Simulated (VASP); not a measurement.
Input of a VASP 6.6.1 run:

INCAR

```
  PREC = Accurate
  ENCUT = 520
  EDIFF = 1E-6
  ISMEAR = 0
  SIGMA = 0.1
  LREAL = False
  LASPH = True
  NELM = 100
  ALGO = Normal
  ISIF = 2
  LWAVE = False
  LCHARG = False
  GGA = PS
  NBANDS = 28
```

Contents of KPOINTS:

```
Automatic mesh
0
Gamma
  2 2 2
```

POSCAR

```
CsBa3
1.0
    6.6043710000      0.0000000000      0.0000000000
    0.0000000000      6.6043710000      0.0000000000
    0.0000000000      0.0000000000      6.6043710000
Cs Ba
1 3
Direct
    0.0000000000      0.0000000000      0.0000000000
    0.0000000000      0.5000000000      0.5000000000
    0.5000000000      0.0000000000      0.5000000000
    0.5000000000      0.5000000000      0.0000000000
```

Potentials or basis: VASP PAW PBE potentials, release 64 (Cs_sv, Ba_sv).

Command:

```sh
$ cat potpaw_PBE.64/Cs_sv/POTCAR potpaw_PBE.64/Ba_sv/POTCAR > POTCAR
$ mpirun -np 1 vasp_std > vasp.out
```

Task: Predict the band gap on the k mesh.

Result: None (metal or under the smearing width).

Task: Predict the pressure.

Result: -0.2 GPa.

Caveat: the k mesh is coarse (spacing up to 0.48 Å⁻¹), so the values aren't converged; the PAW data sets were made with another functional, which shifts forces and pressure a little. Spin-orbit coupling is left out, which matters for the levels of Ba, Cs.
